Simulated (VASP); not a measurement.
Data:

```yaml
crystal:
  lattice:
    - [6.18591, 0.00000, 0.00000]
    - [0.00000, 6.18591, 0.00000]
    - [0.00000, 0.00000, 6.18591]
  atoms:
    - { symbol: Cs, position: [0.00000, 0.00000, 0.00000] }
    - { symbol: Sn, position: [0.50000, 0.50000, 0.50000] }
    - { symbol: I, position: [0.50000, 0.00000, 0.50000] }
    - { symbol: I, position: [0.00000, 0.50000, 0.50000] }
    - { symbol: I, position: [0.50000, 0.50000, 0.00000] }
```

Computed with r2SCAN+rVV10, VASP's PBE PAW potentials (set 64) (plane waves; VASP). Numerical set-up: 520 eV cut-off, 4×4×4 Γ-centred mesh, tetrahedra with Blöchl corrections, potentials Cs_sv Sn_d I.

Unless said otherwise, spin-orbit coupling is left out, though it shifts the bands of the heavy elements here.

Question: Give the energies of bands 13 to 25 at the high-symmetry points, in eV from the valence-band maximum.

Answer: 
```
band      Γ      X      M      R
----  -----  -----  -----  -----
13    -6.43  -7.46  -8.27  -9.01
14    -5.17  -5.05  -4.88  -3.69
15    -5.17  -5.05  -3.87  -3.69
16    -5.17  -3.44  -3.08  -3.69
17    -2.70  -2.95  -3.08  -2.90
18    -2.70  -2.95  -3.02  -2.90
19    -2.70  -2.88  -3.02  -2.07
20    -2.54  -2.67  -2.90  -2.07
21    -2.54  -2.67  -2.08  -2.07
22    -2.54  -1.78  -0.88   0.00
23     2.34   1.11   0.80   0.36
24     3.11   3.92   0.80   0.36
25     3.11   4.00   4.18   0.36
```

The gap is direct, 0.36 eV, from the valence maximum at R to the conduction minimum at R.

The compound is CsSnI3 in the cubic perovskite structure, the ideal cubic form; the compound distorts at low or room temperature. It was relaxed first.
